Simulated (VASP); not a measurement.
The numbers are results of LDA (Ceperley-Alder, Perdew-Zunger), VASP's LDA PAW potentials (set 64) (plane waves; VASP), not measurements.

Input for VASP

**INCAR**
```
# general
SYSTEM=KCl
PREC  =Accurate
ENCUT =520
LREAL =.False.
LASPH =.True.

# electronic loop
EDIFF =1E-7
NELM  =100
ALGO  =Normal

# smearing
ISMEAR=-5

# ions
ISIF  =2

# output
LWAVE =.False.
LCHARG=.True.
LORBIT=11
NEDOS =601
```

**KPOINTS**
```
Automatic mesh
0
Gamma
8 8 8
0 0 0
```

### POSCAR
```
KCl
4.3025930
  0.0000000000   0.7071068080   0.7071068080
  0.7071068080   0.0000000000   0.7071068080
  0.7071068080   0.7071068080   0.0000000000
K Cl
1 1
Cart
  0.0000000000   0.0000000000   0.0000000000
  0.7071068080   0.7071068080   0.7071068080
```

POTCAR, in this order: K_sv Cl (LDA.64 set). Program: vasp_std.

The run wrote:

OUTCAR:
```
 ion  position               nearest neighbor table
   1  0.000  0.000  0.000-   2 3.04   2 3.04   2 3.04   2 3.04   2 3.04   2 3.04
   2  0.500  0.500  0.500-   1 3.04   1 3.04   1 3.04   1 3.04   1 3.04   1 3.04
  LATTYP: Found a face centered cubic cell.
 ALAT       =     6.0847856044
 Subroutine PRICEL returns:
 Original cell was already a primitive cell.
 Subroutine GETGRP returns: Found 48 space group operations
The static configuration has the point symmetry O_h .
The dynamic configuration has the point symmetry O_h .
 Subroutine INISYM returns: Found 48 space group operations
 Subroutine IBZKPT returns following result:
 Found     29 irreducible k-points:

 Following reciprocal coordinates:
            Coordinates               Weight
  0.000000  0.000000  0.000000      1.000000
  0.125000  0.000000  0.000000      8.000000
  0.250000  0.000000  0.000000      8.000000
  0.375000  0.000000  0.000000      8.000000
  0.500000  0.000000  0.000000      4.000000
  0.125000  0.125000  0.000000      6.000000
  0.250000  0.125000  0.000000     24.000000
  0.375000  0.125000  0.000000     24.000000
  0.500000  0.125000  0.000000     24.000000
 -0.375000  0.125000  0.000000     24.000000
 -0.250000  0.125000  0.000000     24.000000
 -0.125000  0.125000  0.000000     12.000000
  0.250000  0.250000  0.000000      6.000000
  0.375000  0.250000  0.000000     24.000000
  0.500000  0.250000  0.000000     24.000000
 -0.375000  0.250000  0.000000     24.000000
 -0.250000  0.250000  0.000000     12.000000
  0.375000  0.375000  0.000000      6.000000
  0.500000  0.375000  0.000000     24.000000
 -0.375000  0.375000  0.000000     12.000000
  0.500000  0.500000  0.000000      3.000000
  0.375000  0.250000  0.125000     24.000000
  0.500000  0.250000  0.125000     48.000000
 -0.375000  0.250000  0.125000     24.000000
...
```

### OSZICAR
```
       N       E                     dE             d eps       ncg     rms          rms(c)
DAV:   1     0.110171428807E+03    0.11017E+03   -0.73794E+03   696   0.122E+03
DAV:   2    -0.707649525717E+00   -0.11088E+03   -0.10212E+03   860   0.300E+02
DAV:   3    -0.741177349551E+01   -0.67041E+01   -0.66670E+01   896   0.644E+01
DAV:   4    -0.768095479556E+01   -0.26918E+00   -0.26889E+00  1256   0.124E+01
DAV:   5    -0.768290109696E+01   -0.19463E-02   -0.19462E-02   896   0.975E-01    0.412E+00
DAV:   6    -0.743288961279E+01    0.25001E+00   -0.46517E-01   860   0.411E+00    0.329E+00
DAV:   7    -0.740794340723E+01    0.24946E-01   -0.93667E-02   952   0.199E+00    0.181E+00
DAV:   8    -0.740777496615E+01    0.16844E-03   -0.11398E-02   956   0.100E+00    0.186E-01
DAV:   9    -0.740780073794E+01   -0.25772E-04   -0.76105E-04   976   0.174E-01    0.726E-02
DAV:  10    -0.740787882652E+01   -0.78089E-04   -0.71995E-05   936   0.778E-02    0.551E-03
DAV:  11    -0.740788062855E+01   -0.18020E-05   -0.25206E-06   964   0.133E-02    0.486E-03
DAV:  12    -0.740788088326E+01   -0.25472E-06   -0.10445E-06   916   0.862E-03    0.175E-03
DAV:  13    -0.740788087461E+01    0.86566E-08   -0.63668E-08   672   0.238E-03
   1 F= -.74078809E+01 E0= -.74078809E+01  d E =0.000000E+00
```

**OUTCAR**
```
------------------------ aborting loop because EDIFF is reached ----------------------------------------
  FORCE on cell =-STRESS in cart. coord.  units (eV):
  Direction    XX          YY          ZZ          XY          YZ          ZX
  --------------------------------------------------------------------------------------
  Total       -0.0050760     -0.0050760     -0.0050760      0.0000000      0.0000000      0.0000000
  in kB       -0.1443965     -0.1443965     -0.1443965      0.0000000      0.0000000      0.0000000
  external PRESSURE =      -0.1443965 kB  Pullay stress =       0.0000000 kB
  volume of cell :       56.32
      direct lattice vectors                 reciprocal lattice vectors
     0.000000000  3.042392802  3.042392802    -0.164344328  0.164344328  0.164344328
     3.042392802  0.000000000  3.042392802     0.164344328 -0.164344328  0.164344328
     3.042392802  3.042392802  0.000000000     0.164344328  0.164344328 -0.164344328
  FREE ENERGIE OF THE ION-ELECTRON SYSTEM (eV)
  ---------------------------------------------------
  free  energy   TOTEN  =        -7.4078808746 eV

  energy  without entropy=       -7.4078808746  energy(sigma->0) =       -7.40788087

 total charge

# of ion       s       p       d       tot
------------------------------------------
    1        1.959   5.568   0.035   7.562
    2        1.585   3.551   0.000   5.136
--------------------------------------------------
tot          3.544   9.119   0.035  12.698
```
(Selected blocks of OUTCAR.)

### OUTCAR
```
 val. band max:       -1.6419296925   @ k =   0.0000   0.0000   0.0000

 cond. band min:       3.4581276227   @ k =   0.0000   0.0000   0.0000


 Fermi energy:        -1.5950577131

 k-point     1 :       0.0000    0.0000    0.0000
  band No.  band energies     occupation
      1     -28.2539      2.00000
      2     -13.7959      2.00000
      3     -11.9539      2.00000
      4     -11.9539      2.00000
      5     -11.9539      2.00000
      6      -1.6419      2.00000
      7      -1.6419      2.00000
      8      -1.6419      2.00000
      9       3.4581      0.00000
     10       6.4680      0.00000
     11       6.4680      0.00000
     12       6.4680      0.00000

 k-point     2 :       0.1250    0.0000    0.0000
  band No.  band energies     occupation
      1     -28.2510      2.00000
      2     -13.8369      2.00000
      3     -11.9559      2.00000
      4     -11.9559      2.00000
      5     -11.9026      2.00000
      6      -1.8885      2.00000
      7      -1.7119      2.00000
      8      -1.7119      2.00000
      9       3.8851      0.00000
     10       6.3432      0.00000
     11       6.6879      0.00000
     12       6.6879      0.00000

 k-point     3 :       0.2500    0.0000    0.0000
  band No.  band energies     occupation
      1     -28.2439      2.00000
      2     -13.9282      2.00000
      3     -11.9606      2.00000
      4     -11.9606      2.00000
      5     -11.7853      2.00000
      6      -2.3909      2.00000
      7      -1.8725      2.00000
      8      -1.8725      2.00000
      9       4.8323      0.00000
     10       6.2966      0.00000
     11       7.3133      0.00000
     12       7.3133      0.00000

 k-point     4 :       0.3750    0.0000    0.0000
  band No.  band energies     occupation
      1     -28.2368      2.00000
      2     -14.0111      2.00000
      3     -11.9652      2.00000
      4     -11.9652      2.00000
      5     -11.6755      2.00000
      6      -2.8122      2.00000
...
```

The compound is KCl in the rock salt structure. It was relaxed first, which changed the volume by -9 %.
